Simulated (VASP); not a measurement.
All values below come from r2SCAN meta-GGA, VASP's PBE PAW potentials (set 64) (plane waves; VASP).

VASP input:

### KPOINTS
```
Automatic mesh
0
G
 10 10 10
```

### INCAR
```
ENCUT = 520
NELM = 100
SYSTEM = NaHF2
SIGMA = 0.01
LWAVE = .FALSE.
LMIXTAU = .TRUE.
NEDOS = 1001   # DOS grid
CSHIFT = 0.1
LREAL = .FALSE.   # projection in real space or not
LOPTICS = .TRUE.
NBANDS = 45
METAGGA = R2SCAN
PREC = Accurate
EDIFF = 1E-7   # SCF stop (eV)
LASPH = .TRUE.   # aspherical one-centre terms
ISMEAR = 0   # Gaussian
ALGO = Normal
LCHARG = .FALSE.
LPEAD = .TRUE.
```

### POSCAR
```
NaHF2
9.1408880
  0.1864043472   0.1076206179   0.5000000021
 -0.1864043472   0.1076206179   0.5000000021
  0.0000000000  -0.2152412358   0.5000000021
Na H F
1 1 2
Direct
  0.0000000000   0.0000000000   0.0000000000
  0.5000000000   0.5000000000   0.5000000000
  0.5829302978   0.5829302978   0.5829302978
  0.4170697022   0.4170697022   0.4170697022
```

POTCAR, in this order: Na_pv H F (PBE.64 set). Program: vasp_std.

The run wrote:

OSZICAR:
```
       N       E                     dE             d eps       ncg     rms          rms(c)
DAV:   1     0.198589036970E+03    0.19859E+03   -0.93018E+03 10870   0.553E+02
DAV:   2    -0.127340995501E+02   -0.21132E+03   -0.19378E+03 11141   0.217E+02
DAV:   3    -0.292572608395E+02   -0.16523E+02   -0.16334E+02 12302   0.518E+01
DAV:   4    -0.294474703608E+02   -0.19021E+00   -0.19012E+00 12227   0.558E+00
DAV:   5    -0.294482379558E+02   -0.76760E-03   -0.76757E-03 12173   0.366E-01    0.614E+00
DAV:   6    -0.245185961349E+02    0.49296E+01   -0.62727E-01 12027   0.477E+00    0.209E+00
DAV:   7    -0.222240834340E+02    0.22945E+01   -0.62224E-01 11778   0.386E+00    0.140E+00
DAV:   8    -0.257483730544E+02   -0.35243E+01   -0.43695E-01 10820   0.317E+00    0.902E-01
DAV:   9    -0.228363080089E+02    0.29121E+01   -0.16859E-01 10575   0.183E+00    0.524E-01
DAV:  10    -0.227732727045E+02    0.63035E-01   -0.88329E-02 11041   0.149E+00    0.131E-01
DAV:  11    -0.227671260879E+02    0.61466E-02   -0.27582E-03 12487   0.251E-01    0.105E-01
DAV:  12    -0.227738550585E+02   -0.67290E-02   -0.27793E-03 10825   0.304E-01    0.157E-01
DAV:  13    -0.227796660100E+02   -0.58110E-02   -0.16002E-03 11100   0.209E-01    0.611E-02
DAV:  14    -0.227778667032E+02    0.17993E-02   -0.73780E-04 11031   0.141E-01    0.603E-02
DAV:  15    -0.227808836438E+02   -0.30169E-02   -0.36879E-04 10956   0.102E-01    0.442E-02
DAV:  16    -0.227810991128E+02   -0.21547E-03   -0.45479E-05 11660   0.352E-02    0.198E-02
DAV:  17    -0.227811620400E+02   -0.62927E-04   -0.18345E-05 11143   0.232E-02    0.120E-02
DAV:  18    -0.227811856132E+02   -0.23573E-04   -0.29727E-06 11908   0.893E-03    0.657E-03
DAV:  19    -0.227811978987E+02   -0.12285E-04   -0.85629E-07 11791   0.812E-03    0.119E-03
DAV:  20    -0.227812015586E+02   -0.36599E-05   -0.27451E-07 11645   0.390E-03    0.988E-04
DAV:  21    -0.227812027077E+02   -0.11492E-05   -0.32130E-07 10948   0.297E-03    0.328E-04
DAV:  22    -0.227812028818E+02   -0.17407E-06   -0.16079E-08 10690   0.798E-04    0.153E-04
DAV:  23    -0.227812025362E+02    0.34560E-06   -0.30425E-09  6927   0.315E-04    0.510E-05
DAV:  24    -0.227812026641E+02   -0.12793E-06   -0.24853E-09  8368   0.296E-04    0.771E-05
DAV:  25    -0.227812025567E+02    0.10745E-06   -0.48896E-10  6080   0.157E-04    0.169E-05
DAV:  26    -0.227812025534E+02    0.32355E-08   -0.73253E-11  5880   0.463E-05
   1 F= -.22781203E+02 E0= -.22781203E+02  d E =-.965031E-18
 imaginary and real dielectric function
```

### OUTCAR
```
------------------------ aborting loop because EDIFF is reached ----------------------------------------
  FORCE on cell =-STRESS in cart. coord.  units (eV):
  Direction    XX          YY          ZZ          XY          YZ          ZX
  --------------------------------------------------------------------------------------
  Total       -0.0462087     -0.0462087      0.0524359      0.0000000      0.0000000      0.0000000
  in kB       -1.6106310     -1.6106315      1.8276837      0.0000000      0.0000000      0.0000000
  external PRESSURE =      -0.4645262 kB  Pullay stress =       0.0000000 kB
  volume of cell :       45.97
      direct lattice vectors                 reciprocal lattice vectors
     1.703901260  0.983748015  4.570444020     0.293444234  0.169420079  0.072932374
    -1.703901260  0.983748015  4.570444020    -0.293444234  0.169420079  0.072932374
     0.000000000 -1.967496029  4.570444020     0.000000000 -0.338840159  0.072932374
 POSITION                                       TOTAL-FORCE (eV/Angst)
 -----------------------------------------------------------------------------------
      0.00000      0.00000      0.00000         0.000000     -0.000000      0.000000
      0.00000      0.00000      6.85567        -0.000000     -0.000000     -0.000000
      0.00000      0.00000      7.99275         0.000000      0.000000      0.018916
      0.00000      0.00000      5.71858         0.000000     -0.000000     -0.018916
 -----------------------------------------------------------------------------------
    total drift:                               -0.000000      0.000000      0.000000
  FREE ENERGIE OF THE ION-ELECTRON SYSTEM (eV)
  ---------------------------------------------------
  free  energy   TOTEN  =       -22.7812025534 eV

  energy  without entropy=      -22.7812025534  energy(sigma->0) =      -22.78120255

 plasma frequency squared (from intraband transitions) (eV^2)
  --------------------------------------------------------------------------------------
       0.000       0.000       0.000
       0.000       0.000       0.000
       0.000       0.000       0.000

 plasma frequency squared (from interband transitions, int dw w eps(2)(w)) (eV^2)
  --------------------------------------------------------------------------------------
     369.403       0.000       0.000       0.000       0.000      -0.000
       0.000       0.000     369.403       0.000       0.000       0.000
       0.000       0.000       0.000      -0.000     387.135       0.000
```
(Selected blocks of OUTCAR.)

**OUTCAR**
```
 val. band max:       -4.3925375321   @ k =   0.5000   0.5000   0.5000

 cond. band min:       3.4586418787   @ k =   0.0000   0.0000   0.0000


 Fermi energy:        -4.3376835349

 k-point     1 :       0.0000    0.0000    0.0000
  band No.  band energies     occupation
      1     -26.0971      2.00000
      2     -24.9254      2.00000
      3     -23.2032      2.00000
      4     -23.2032      2.00000
      5     -23.0597      2.00000
      6      -9.4717      2.00000
      7      -4.8957      2.00000
      8      -4.8957      2.00000
      9      -4.6409      2.00000
     10      -4.6409      2.00000
     11      -4.4989      2.00000
     12       3.4586      0.00000
     13       9.9832      0.00000
     14      11.1717      0.00000
     15      14.3906      0.00000
     16      16.0293      0.00000
     17      16.0293      0.00000
     18      18.5870      0.00000
     19      18.7591      0.00000
     20      18.7591      0.00000
     21      20.4924      0.00000
     22      20.4924      0.00000
     23      20.8661      0.00000
     24      20.8661      0.00000
     25      22.5510      0.00000
     26      25.6829      0.00000
     27      28.7771      0.00000
     28      28.7771      0.00000
     29      29.3325      0.00000
     30      29.3325      0.00000
     31      29.4660      0.00000
     32      32.7549      0.00000
     33      34.8888      0.00000
     34      34.8888      0.00000
     35      36.0283      0.00000
     36      36.1976      0.00000
     37      36.1976      0.00000
     38      38.0019      0.00000
     39      38.8946      0.00000
     40      43.2631      0.00000
     41      44.3589      0.00000
     42      44.3589      0.00000
     43      47.3179      0.00000
     44      48.2462      0.00000
     45      50.9341      0.00000

 k-point     2 :       0.1000   -0.0000   -0.0000
  band No.  band energies     occupation
      1     -26.0959      2.00000
      2     -24.9114      2.00000
      3     -23.2051      2.00000
...
```

The structure comes from a computed database's NaHF2 entry (R-3m); how it stands against other phases isn't given here. It was relaxed first.
